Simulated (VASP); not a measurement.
# NiMoIrPdW (Cm) in VASP: further runs

One crystal, NiMoIrPdW, is run at these levels: PBE+TS, optB88-vdW, vdW-DF-cx; tasks: atomic charges, relaxation of cell and atoms.

Program: VASP 6.6.1. These are calculated values, not measurements. Logs are shortened: lines on timing, memory, paths and dates and some standing lists are left out, and cuts for length are marked.

### Step 1. Starting point

The structure is monoclinic, space group Cm (No. 8). Conventional cell: a = 4.689 Å, b = 2.863 Å, c = 11.144 Å, α = 90.00°, β = 101.20°, γ = 90.00°. Around Ni (site symmetry m) lie 3 Ir at 2.59 to 2.61 Å and 3 Pd at 2.67 to 2.68 Å and 6 Ni at 2.75 to 2.86 Å. Mo (site symmetry m) has 3 Ir at 2.68 Å and 6 Mo at 2.75 to 2.86 Å and 2 W at 2.78 Å as nearest neighbours. Around Pd (site symmetry m) lie 3 Ni at 2.67 to 2.68 Å and 3 W at 2.74 to 2.75 Å and 6 Pd at 2.75 to 2.86 Å. Ir (site symmetry m) is surrounded by 3 Ni at 2.59 to 2.61 Å and 3 Mo at 2.68 Å and 6 Ir at 2.75 to 2.86 Å. Around W (site symmetry m) lie 3 Pd at 2.74 to 2.75 Å and 6 W at 2.75 to 2.86 Å and 2 Mo at 2.78 Å.

The cell was built by a generator and needn't be a form met in nature.

### Step 2. Atomic charges, PBE+TS, collinear spin, ferromagnetic start

Input file INCAR:

```
SYSTEM = NiMoIrPdW
PREC     = Accurate       ! precision mode
ENCUT    = 520            ! plane-wave cutoff, eV
EDIFF    = 1E-7           ! SCF threshold, eV
ISMEAR   = -1             ! smearing method
SIGMA    = 0.05           ! smearing width, eV
LREAL    = .False.        ! projectors in reciprocal space
LASPH    = .True.         ! aspherical terms in the spheres
NELM     = 150            ! most SCF steps
ALGO     = Normal         ! electronic algorithm
ISIF     = 2              ! what is computed and relaxed
LWAVE    = .False.        ! write WAVECAR
LCHARG   = .False.        ! write CHGCAR
ISPIN    = 2              ! spin polarisation
MAGMOM   = 1 1 0 0.6 0    ! initial moments
LORBIT   = 10             ! projections on sites
LMAXMIX  = 4              ! l up to which the mixer works
GGA      = PE             ! functional
IVDW     = 2              ! dispersion correction
KPAR     = 4
```

Input file KPOINTS:

```
regular mesh
0
Gamma
  11 11 3
  0 0 0
```

Input file POSCAR:

```
NiMoIrPdW
1.0
    2.3446000000     -1.4313800000      0.0090600000
    2.3446000000      1.4313800000      0.0090600000
   -2.2060000000      0.0000000000     10.9237400000
Ni Mo Pd Ir W
1 1 1 1 1
Direct
    0.4983800000      0.4983800000      0.2952500000
    0.3177300000      0.3177300000      0.9120700000
    0.2473300000      0.2473300000      0.4906100000
    0.7498200000      0.7498200000      0.1080200000
    0.6867300000      0.6867300000      0.6940600000
```

Potentials or basis: VASP PAW PBE potentials, release 64 (Ni, Mo_sv, Pd, Ir, W_sv).

Run with:

```bash
$ cat potpaw_PBE.64/Ni/POTCAR potpaw_PBE.64/Mo_sv/POTCAR potpaw_PBE.64/Pd/POTCAR potpaw_PBE.64/Ir/POTCAR potpaw_PBE.64/W_sv/POTCAR > POTCAR
$ mpirun -np 4 vasp_std > vasp.out
```

OUTCAR:

```text
SYSTEM = NiMoIrPdW
   PREC = Accurate
   ENCUT = 520
   EDIFF = 1E-7
   ISMEAR = -1
   LREAL = .False.
   LASPH = .True.
   NELM = 150
   ISIF = 2
   ISPIN = 2
   LORBIT = 10
   GGA = PE
   IVDW = 2
  IVDW =   2

 ion  position               nearest neighbor table
   1  0.498  0.498  0.295-   4 2.59   4 2.61   4 2.61   3 2.67   3 2.68   3 2.68
   2  0.318  0.318  0.912-   4 2.68   4 2.68   4 2.68   5 2.78   5 2.78   5 3.24   5 3.44
   3  0.247  0.247  0.491-   1 2.67   1 2.68   1 2.68   5 2.74   5 2.74   5 2.75
   4  0.750  0.750  0.108-   1 2.59   1 2.61   1 2.61   2 2.68   2 2.68   2 2.68
   5  0.687  0.687  0.694-   3 2.74   3 2.74   3 2.75   2 2.78   2 2.78   2 3.24   2 3.44

  LATTYP: Found a base centered monoclinic cell.
 ALAT       =     4.6892350095
 B/A-ratio  =     0.6104961671
 C/A-ratio  =     2.3765624896
 COS(beta)  =    -0.1941602528

  Lattice vectors:

 A1 = (   2.3446000000,  -1.4313800000,   0.0090600000)
 A2 = (   2.3446000000,   1.4313800000,   0.0090600000)
 A3 = (  -2.2060000000,   0.0000000000,  10.9237400000)

Analysis of symmetry for initial positions (statically):
=====================================================================
 Subroutine PRICEL returns:
 Original cell was already a primitive cell.

 Routine SETGRP: Setting up the symmetry group for a
 base centered monoclinic supercell.

 Subroutine GETGRP returns: Found  2 space group operations
 (whereof  2 operations were pure point group operations)
 out of a pool of  4 trial point group operations.

The static configuration has the point symmetry C_1h.

Analysis of symmetry for dynamics (positions and initial velocities):
=====================================================================
 Subroutine PRICEL returns:
 Original cell was already a primitive cell.

 Routine SETGRP: Setting up the symmetry group for a
 base centered monoclinic supercell.

 Subroutine GETGRP returns: Found  2 space group operations
 (whereof  2 operations were pure point group operations)
 out of a pool of  4 trial point group operations.

The dynamic configuration has the point symmetry C_1h.

Analysis of structural, dynamic, and magnetic symmetry:
=====================================================================
 Subroutine PRICEL returns:
 Original cell was already a primitive cell.

 Routine SETGRP: Setting up the symmetry group for a
 base centered monoclinic supercell.

 Subroutine GETGRP returns: Found  2 space group operations
 (whereof  2 operations were pure point group operations)
 out of a pool of  4 trial point group operations.

The overall configuration has the point symmetry C_1h.

 Subroutine INISYM returns: Found  2 space group operations
 (whereof  2 operations are pure point group operations),
 and found     1 'primitive' translations

----------------------------------------------------------------------------------------

                                     Primitive cell

  volume of cell :      73.3777

  direct lattice vectors                    reciprocal lattice vectors
     2.344600000 -1.431380000  0.009060000     0.213089706 -0.349313250  0.043032505
     2.344600000  1.431380000  0.009060000     0.213089706  0.349313250  0.043032505
    -2.206000000  0.000000000 10.923740000    -0.000353467  0.000000000  0.091472358

  length of vectors
     2.747012914  2.747012914 11.144260029     0.411435008  0.411435008  0.091473040

  position of ions in fractional coordinates (direct lattice)
     0.498380000  0.498380000  0.295250000
     0.317730000  0.317730000  0.912070000
     0.247330000  0.247330000  0.490610000
     0.749820000  0.749820000  0.108020000
     0.686730000  0.686730000  0.694060000

  ion indices of the primitive-cell ions
   primitive index   ion index
                 1           1
                 2           2
                 3           3
                 4           4
                 5           5

[... 53 lines left out ...]
   k-points           NKPTS =    102   k-points in BZ     NKDIM =    102   number of bands    NBANDS=     35
[... 39 lines left out ...]

 number of electron      57.0000006 magnetization       0.0000107

 Free energy of the ion-electron system (eV)
  ---------------------------------------------------
  ext. energy  EPLUGINS =         0.00000000
  ---------------------------------------------------
  free energy    TOTEN  =       -43.25636760 eV

  energy without entropy =      -43.22008306  energy(sigma->0) =      -43.23822533

 E-fermi :  10.3831     XC(G=0): -13.3096

 val. band max:       10.3823536212   @ k =   0.0000   0.0000   0.0000
 cond. band min:      10.3912975543   @ k =   0.0909   0.0909   0.3333
 fundamental gap:      0.0089439331
 Fermi energy:        10.3830961216

 spin component 1

 k-point     1 :       0.0000    0.0000    0.0000
  band No.  band energies     occupation
      1     -63.6987      1.00000
      2     -50.6850      1.00000
      3     -28.0659      1.00000
      4     -27.3542      1.00000
      5     -27.2530      1.00000
      6     -24.8149      1.00000
[... 901 lines left out ...]
     34      12.7356      0.00000
     35      13.1486      0.00000

 [... further k-points ...]

 spin component 2

 k-point     1 :       0.0000    0.0000    0.0000
  band No.  band energies     occupation
      1     -63.6987      1.00000
      2     -50.6850      1.00000
      3     -28.0659      1.00000
      4     -27.3542      1.00000
      5     -27.2531      1.00000
      6     -24.8150      1.00000
[... 901 lines left out ...]
     34      12.7355      0.00000
     35      13.1485      0.00000

 [... further k-points ...]

------------------------ aborting loop because EDIFF is reached ----------------------------------------

  Hirshfeld charges:
            ion         q(e)
   ------------------------------
      1     Ni      -0.00771197
      2     Mo       0.00204961
      3     Pd      -0.02756261
      4     Ir       0.00583541
      5     W        0.02738955

  Tkatchenko/Scheffler method for vdW energy calculation

  Number of pair interactions contributing to vdW energy:  107239

  Edisp (eV):   -3.82847

  FORCE on cell =-STRESS in cart. coord.  units (eV):
  Direction    XX          YY          ZZ          XY          YZ          ZX
  --------------------------------------------------------------------------------------
  -------------------------------------------------------------------------------------
  Total      -5.15139    -5.32725    -4.50050     0.00000     0.00000     0.02613
  in kB    -112.47890  -116.31877   -98.26702     0.00000     0.00000     0.57049
  external pressure =     -109.02 kB  Pullay stress =        0.00 kB

 VOLUME and BASIS-vectors are now :
 -----------------------------------------------------------------------------
  energy-cutoff  :      520.00
  volume of cell :       73.38
      direct lattice vectors                 reciprocal lattice vectors
     2.344600000 -1.431380000  0.009060000     0.213089706 -0.349313250  0.043032505
     2.344600000  1.431380000  0.009060000     0.213089706  0.349313250  0.043032505
    -2.206000000  0.000000000 10.923740000    -0.000353467  0.000000000  0.091472358

 POSITION                                       TOTAL-FORCE (eV/Angst)
 -----------------------------------------------------------------------------------
      1.68568      0.00000      3.23426        -0.028383      0.000000      0.023760
     -0.52213      0.00000      9.96897        -0.007606      0.000000     -0.089215
      0.07749      0.00000      5.36378         0.038822      0.000000     -0.060343
      3.27776      0.00000      1.19357         0.003125      0.000000      0.009824
      1.68912      0.00000      7.59417        -0.005959      0.000000      0.115974
 -----------------------------------------------------------------------------------
    total drift:                               -0.000002     -0.000000      0.000169

  FREE ENERGIE OF THE ION-ELECTRON SYSTEM (eV)
  ---------------------------------------------------
  free  energy   TOTEN  =       -47.0848359949 eV

  energy  without entropy=      -47.0485514542  energy(sigma->0) =      -47.06669372

 total charge

# of ion       s       p       d       tot
------------------------------------------
    1        0.431   0.380   8.323   9.134
    2        2.373   6.212   3.949  12.534
    3        0.528   0.561   8.476   9.564
    4        0.694   0.680   6.964   8.338
    5        2.416   6.295   3.331  12.042
--------------------------------------------------
tot          6.441  14.127  31.043  51.611

 magnetization (x)

# of ion       s       p       d       tot
------------------------------------------
    1       -0.000  -0.000   0.000   0.000
    2       -0.000  -0.000  -0.000  -0.000
    3       -0.000  -0.000   0.000  -0.000
    4       -0.000  -0.000   0.000   0.000
    5       -0.000  -0.000  -0.000  -0.000
--------------------------------------------------
tot         -0.000  -0.000   0.000   0.000
```

Run time: 3.1 min. Hardware: 4 MPI ranks of AMD EPYC 9R45 (Zen 5), shared host; peak memory 0.55 GiB.

What came out:

- Free energy: -47.0848 eV
- Pressure: -10.9 GPa
- Largest force: 0.116 eV/Å
- Band gap on the k mesh: none (metal or under the smearing width)
- Net moment: 0.00 μB per cell
- Valence electrons inside the program's atomic spheres: Ni 9.13; Mo 12.53; Pd 9.56; Ir 8.34; W 12.04
- Hirshfeld charges: Ni -0.01; Mo +0.00; Pd -0.03; Ir +0.01; W +0.03 e
- Dispersion energy per atom: -0.766 eV

Forces in eV/Å, atoms in the order of the input:
```
Ni  -0.028  0.000  0.024
Mo  -0.008  0.000 -0.089
Pd   0.039  0.000 -0.060
Ir   0.003  0.000  0.010
W   -0.006  0.000  0.116
```

Stress tensor (GPa, compression positive):
```
-11.25   0.00   0.06
  0.00 -11.63   0.00
  0.06   0.00  -9.83
```

Levels at points of the mesh, in eV from the Fermi level:
Spin up:
| k point | band 26 | band 27 | band 28 | band 29 | band 30 | band 31 |
| --- | --- | --- | --- | --- | --- | --- |
| (0.00, 0.00, 0.00) | -0.88 | -0.88 | -0.80 | -0.76 | -0.55 | -0.19 |
Spin down:
```tsv
k point	band 25	band 26	band 27	band 28	band 29	band 30	band 31	band 32
(0.00, 0.00, 0.00)	-1.30	-0.88	-0.88	-0.80	-0.76	-0.55	-0.19	0.00
```

Caveat: atom-pairwise D2, TS and ULG terms overbind metals; pairwise dispersion overbinds metals, which lowers pressure and volume. Spin-orbit coupling is left out, which matters for the levels of Ir, W.

(Continued in part 2 of 2.)
